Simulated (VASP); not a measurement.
VASP ran on this input.

**KPOINTS**
```
Automatic mesh
0
Gamma
8 8 4
0 0 0
```

**POSCAR**
```
TiO2
1
    2.9583264599    -0.0000000000     0.0000000000
   -1.4791632300     2.5619863550    -0.0000000000
   -0.0000000000     0.0000000000     4.7321040805
Ti O
1 2
Direct
  0.0000000000   1.0000000000   1.0000000000
  0.3333330000   0.6666670000   0.2031572891
  0.6666670000   0.3333330000   0.7968427109
```

**INCAR**
```
! general
SYSTEM   =  TiO2
PREC     =  Accurate
ENCUT    =  520   ! plane-wave cut-off (eV)
LREAL    =  .FALSE.
LASPH    =  .TRUE.   ! aspherical one-centre terms

! electronic loop
EDIFF    =  1E-6   ! SCF stop (eV)
NELM     =  100   ! most electronic steps
ALGO     =  Normal   ! blocked Davidson
LMAXMIX  =  4
LMIXTAU  =  .TRUE.

! smearing
ISMEAR   =  0
SIGMA    =  0.05

! functional
METAGGA  =  R2SCAN

! ions
IBRION   =  2
NSW      =  60   ! most ionic steps
ISIF     =  3
EDIFFG   =  -0.02

! output
LWAVE    =  .FALSE.
LCHARG   =  .FALSE.
```

POTCAR, in this order: Ti_sv O (PBE.64 set). Program: vasp_std.

Problem. Translate this r2SCAN calculation to Ansatz.

Solution. One equivalent input (not run):
Ansatz 0.2 input:
```yaml
crystal:
  lattice:
    - [2.9583265, 0.0000000, 0.0000000]
    - [-1.4791632, 2.5619864, 0.0000000]
    - [0.0000000, 0.0000000, 4.7321041]
  atoms:
    - { symbol: Ti, position: [0.0000000, 1.0000000, 1.0000000] }
    - { symbol: O, position: [0.3333330, 0.6666670, 0.2031573] }
    - { symbol: O, position: [0.6666670, 0.3333330, 0.7968427] }
kpoints:
  mp_grid: { grid: [8, 8, 4] }
hamiltonian:
  xc: r2scan
  pseudopotentials: { kind: paw }
scf:
  occupations: { method: gaussian, width: 0.05 }
  max_iter: 100
relax:
  max_steps: 60
  f_tol: 0.02
  cell: {}
output: { forces: true, stress: true, eigenvalues: true }
```
What does not carry over: each code has its own PAW files, so the cut-off isn't converted (ENCUT is set for VASP's; basis.ecutwfc is left out, and Ansatz then takes the one that its files recommend); Ansatz stops its SCF on the density residual and VASP on the energy change (EDIFF).

The structure was generated: TiO2 was put into the CdI2 type (P-3m1), which need not be its known phase. This run relaxes it. Symmetry was kept, so distortions that lower it aren't found. The start is the result of an earlier pass.
